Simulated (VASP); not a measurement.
Calculation: vdW-DF-cx, VASP's PBE PAW potentials (set 64) (plane waves; VASP).

Input for VASP

### POSCAR
```
FeAl
1.0
  2.9100000000   0.0000000000   0.0000000000
  0.0000000000   2.9100000000   0.0000000000
  0.0000000000   0.0000000000   2.9100000000
Al Fe
1 1
Cartesian
  1.4550000000   1.4550000000   1.4550000000
  0.0000000000   0.0000000000   0.0000000000
```

INCAR:
```
# general
SYSTEM   = FeAl
PREC     = Accurate
ENCUT    = 520
LREAL    = .FALSE.
LASPH    = .TRUE.

# electronic loop
EDIFF    = 1E-6
NELM     = 100
ALGO     = Normal
LMAXMIX  = 4

# smearing
ISMEAR   = 1
SIGMA    = 0.1

# functional
GGA      = CX
LUSE_VDW = .TRUE.
AGGAC    = 0.0

# ions
IBRION   = 2
NSW      = 60
ISIF     = 3
EDIFFG   = -0.01

# output
LWAVE    = .FALSE.
LCHARG   = .FALSE.
```

### KPOINTS
```
K-points
0
Gamma
11 11 11
```

POTCAR, in this order: Al Fe (PBE.64 set). Program: vasp_std.

The run wrote:

### OSZICAR
```
       N       E                     dE             d eps       ncg     rms          rms(c)
DAV:   1     0.349505710666E+02    0.34951E+02   -0.49392E+03  1008   0.121E+03
DAV:   2    -0.100562817698E+02   -0.45007E+02   -0.43197E+02  1017   0.177E+02
DAV:   3    -0.112755623306E+02   -0.12193E+01   -0.11914E+01  1162   0.396E+01
DAV:   4    -0.113019049034E+02   -0.26343E-01   -0.26321E-01  1271   0.527E+00
DAV:   5    -0.113025725483E+02   -0.66764E-03   -0.66761E-03  1258   0.763E-01    0.135E+01
DAV:   6    -0.136377299534E+02   -0.23352E+01   -0.77923E+01  1148   0.136E+02    0.191E+01
DAV:   7    -0.942138890645E+01    0.42163E+01   -0.39579E+01  1129   0.849E+01    0.258E+00
DAV:   8    -0.939301340235E+01    0.28376E-01   -0.22373E-01  1129   0.576E+00    0.153E+00
DAV:   9    -0.937883990761E+01    0.14173E-01   -0.45368E-02  1192   0.329E+00    0.359E-01
DAV:  10    -0.937841252410E+01    0.42738E-03   -0.10441E-03  1296   0.423E-01    0.142E-01
DAV:  11    -0.937840383593E+01    0.86882E-05   -0.23262E-05  1108   0.507E-02    0.203E-02
DAV:  12    -0.937840269970E+01    0.11362E-05   -0.40292E-06   883   0.262E-02    0.585E-03
DAV:  13    -0.937840255194E+01    0.14775E-06   -0.78133E-07   543   0.933E-03
   1 F= -.93784026E+01 E0= -.93784098E+01  d E =-.937840E+01
       N       E                     dE             d eps       ncg     rms          rms(c)
DAV:   1    -0.112934219116E+02   -0.19150E+01   -0.34713E+01  1056   0.114E+02    0.133E+01
DAV:   2    -0.123624914740E+02   -0.10691E+01   -0.59583E+01  1137   0.126E+02    0.147E+01
DAV:   3    -0.944287457194E+01    0.29196E+01   -0.27822E+01  1107   0.778E+01    0.264E+00
DAV:   4    -0.940478730143E+01    0.38087E-01   -0.20799E-01  1179   0.565E+00    0.160E+00
DAV:   5    -0.938726224690E+01    0.17525E-01   -0.51656E-02  1390   0.306E+00    0.410E-01
DAV:   6    -0.938693817826E+01    0.32407E-03   -0.11157E-03  1124   0.468E-01    0.143E-01
DAV:   7    -0.938696052948E+01   -0.22351E-04   -0.45364E-05  1253   0.702E-02    0.220E-02
DAV:   8    -0.938695936719E+01    0.11623E-05   -0.79560E-06  1087   0.432E-02    0.611E-03
DAV:   9    -0.938695945490E+01   -0.87710E-07   -0.21827E-07   530   0.692E-03
   2 F= -.93869595E+01 E0= -.93869893E+01  d E =-.855690E-02
       N       E                     dE             d eps       ncg     rms          rms(c)
DAV:   1    -0.987229898862E+01   -0.48534E+00   -0.81839E+00  1048   0.568E+01    0.608E+00
DAV:   2    -0.103100775222E+02   -0.43778E+00   -0.17317E+01  1244   0.650E+01    0.772E+00
DAV:   3    -0.943934053034E+01    0.87074E+00   -0.58723E+00  1201   0.396E+01    0.887E-01
DAV:   4    -0.943541714968E+01    0.39234E-02   -0.19332E-02  1039   0.144E+00    0.570E-01
DAV:   5    -0.943238427238E+01    0.30329E-02   -0.56940E-03  1369   0.800E-01    0.725E-02
DAV:   6    -0.943240717983E+01   -0.22907E-04   -0.72955E-05  1071   0.928E-02    0.266E-02
DAV:   7    -0.943240707599E+01    0.10384E-06   -0.16450E-05  1288   0.666E-02    0.308E-03
DAV:   8    -0.943240700152E+01    0.74473E-07   -0.34730E-07   512   0.107E-02
   3 F= -.94324070E+01 E0= -.94324467E+01  d E =-.540044E-01
```

**OUTCAR**
```
------------------------ aborting loop because EDIFF is reached ----------------------------------------
  FORCE on cell =-STRESS in cart. coord.  units (eV):
  Direction    XX          YY          ZZ          XY          YZ          ZX
  --------------------------------------------------------------------------------------
  Total       -0.0150385     -0.0150385     -0.0150385     -0.0000000     -0.0000000      0.0000000
  in kB       -1.0422375     -1.0422375     -1.0422375     -0.0000000     -0.0000000      0.0000000
  external PRESSURE =      -1.0422375 kB  Pullay stress =       0.0000000 kB
  volume of cell :       23.12
      direct lattice vectors                 reciprocal lattice vectors
     2.848715653  0.000000000 -0.000000000     0.351035386 -0.000000000  0.000000000
     0.000000000  2.848715653  0.000000000     0.000000000  0.351035386  0.000000000
    -0.000000000 -0.000000000  2.848715653     0.000000000 -0.000000000  0.351035386
 POSITION                                       TOTAL-FORCE (eV/Angst)
 -----------------------------------------------------------------------------------
      1.42436      1.42436      1.42436         0.000000      0.000000      0.000000
      0.00000      0.00000      0.00000        -0.000000     -0.000000      0.000000
 -----------------------------------------------------------------------------------
    total drift:                                0.000000      0.000000      0.000000
  FREE ENERGIE OF THE ION-ELECTRON SYSTEM (eV)
  ---------------------------------------------------
  free  energy   TOTEN  =        -9.4324070015 eV

  energy  without entropy=       -9.4325260465  energy(sigma->0) =       -9.43244668

 reached required accuracy - stopping structural energy minimisation
```
(Selected blocks of OUTCAR.)

File CONTCAR:
```
FeAl
   1.00000000000000
     2.8487156525424933    0.0000000000000000   -0.0000000000000000
     0.0000000000000000    2.8487156525424933    0.0000000000000000
    -0.0000000000000000   -0.0000000000000000    2.8487156525424933
  Al              Fe
     1     1
Direct
     0.5000000000000000    0.5000000000000000    0.5000000000000000
     0.0000000000000000    0.0000000000000000    0.0000000000000000
```

Energy and stress use the plane-wave basis of the starting cell.

The compound is FeAl in the CsCl type structure. This run relaxes it. Symmetry was kept, so distortions that lower it aren't found. The run is not spin-polarised, so no magnetic state was tried. The electron count is odd and the run is not spin-polarised, which forces a metal.
